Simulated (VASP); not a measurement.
Consider the following.

```
CELL_PARAMETERS angstrom
      0.00000     1.73712     1.73712
      1.73712     0.00000     1.73712
      1.73712     1.73712     0.00000
ATOMIC_POSITIONS crystal
  Ni 0.00000 0.00000 0.00000
```
Starting moments (μB, in the order of the record's atoms Ni): 1.0.

All values below come from PBE GGA, VASP's PBE PAW potentials (set 64) (plane waves; VASP). Settings: 300 eV cut-off, 11×11×11 Γ-centred mesh, Fermi-Dirac smearing of 0.10 eV, potentials Ni.

Task: Give the spin-up energies of bands 1 to 6 at the high-symmetry points, in eV from the Fermi level.

Result: 
```
band      Γ      X      U      L      W
----  -----  -----  -----  -----  -----
1     -9.26  -4.84  -4.12  -5.00  -3.92
2     -2.47  -4.34  -3.84  -2.47  -3.15
3     -2.47  -0.50  -2.14  -2.47  -3.15
4     -2.47  -0.39  -1.08  -0.54  -1.32
5     -1.25  -0.39  -0.66  -0.54  -0.39
6     -1.25   2.48   5.91  -0.35   7.97
```

Task: Give the spin-down energies of bands 1 to 6 at the high-symmetry points, in eV from the Fermi level.

Result: 
```tsv
band	Γ	X	U	L	W
1	-9.30	-4.53	-3.74	-4.61	-3.56
2	-1.79	-3.79	-3.35	-1.90	-2.60
3	-1.79	0.08	-1.58	-1.90	-2.60
4	-1.79	0.40	-0.54	-0.41	-0.80
5	-0.70	0.40	0.12	0.16	0.40
6	-0.70	2.44	6.10	0.16	8.14
```

It has no gap at this level: it comes out as a metal or semimetal.

The structure is a typed Ni crystal (Fm-3m). The cell was not relaxed at this level.
